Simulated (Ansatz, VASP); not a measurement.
# CoC2 in VASP and in Ansatz

```xyz
6
Lattice="0.0000 2.9391 2.9391 2.9391 0.0000 2.9391 2.9391 2.9391 0.0000" Properties=species:S:1:pos:R:3 pbc="T T T"
Co    0.0000    0.0000    0.0000
Co    1.4696    1.4696    1.4696
C     3.6739    3.6739    3.6739
C     3.6739    2.2043    2.2043
C     2.2043    2.2043    3.6739
C     2.2043    3.6739    2.2043
```

Alike in both runs: task single point; functional PBE; k mesh 6 × 6 × 6; occupations gaussian, width 0.1 eV; collinear spin.

```csv
,VASP,Ansatz
version,VASP 6.6.1,Ansatz 0.2.0
potentials or method,"VASP PAW PBE potentials, release 64 (Co, C)","scalar-relativistic, plane waves, PAW"
plane-wave cutoff (eV),520,420
valence electrons in the cell,34,50
```

VASP gave:

* gap on the k mesh at the Fermi level (eV): none
* pressure (GPa): -11.4
* net moment per atom (μB): 0.39
* size of the moment on the site where the two differ most (μB): 1.24

Question: Which values does Ansatz return?

Answer: gap on the k mesh at the Fermi level (eV): none; pressure (GPa): -11.2; net moment per atom (μB): 0.39; size of the moment on the site where the two differ most (μB): 1.25.

Site moments also hang on the region over which each program counts them. A gap of «none» marks a metal or a gap that the smearing closes. The two sets of potentials don't hold the same shells in valence.
